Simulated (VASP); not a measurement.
Crystal: MnS.

```
Mn S
1.0
     3.97600    0.00000    0.00000
    -1.98800    3.44332    0.00000
     0.00000    0.00000    6.43200
Mn S
2 2
Direct
  0.33333 0.66667 0.00000
  0.66667 0.33333 0.50000
  0.33333 0.66667 0.38500
  0.66667 0.33333 0.88500
```

Base run:

* Program: VASP 6.6.1
* Functional: LDA
* Potentials or basis: VASP PAW LDA potentials, release 64 (Mn_pv, S)
* Cutoff: 520 eV
* k mesh: 7 × 7 × 4
* Occupations: fermi-dirac, width 0.1 eV
* Spin: collinear spin, typed start
* Starting moments: [4.5, -4.5, 0.0, 0.0] μB

Its results: band gap on the k mesh 0.36 eV, indirect (least direct gap 1.00 eV); pressure -7.7 GPa; net moment 0.00 μB per cell; site moments Mn +4.08, -4.08; S -0.04, +0.04 μB; largest force 0.560 eV/Å.

**Question.** The run is repeated on the same cell with these changes: further incar settings from ALGO = Normal; EDIFF = 1e-06; NBANDS = 31 to ALGO = Normal; EDIFF = 1e-07; NBANDS = 31; moments at the start from [4.5, -4.5, 0.0, 0.0] to [4.5, 4.5, 0.0, 0.0]. What comes out?

**Answer.** Band gap on the k mesh none (metal or under the smearing width); pressure -5.8 GPa; net moment 9.53 μB per cell; site moments Mn +4.17; S +0.09 μB; largest force 0.170 eV/Å.

Caveats: an odd mesh through Γ misses points on the zone boundary, where band edges often lie (some runs); semilocal functionals often make such compounds metallic where correlation or magnetic order opens a gap, which also shifts bond lengths (some runs).

Not every run made on this cell is shown here.
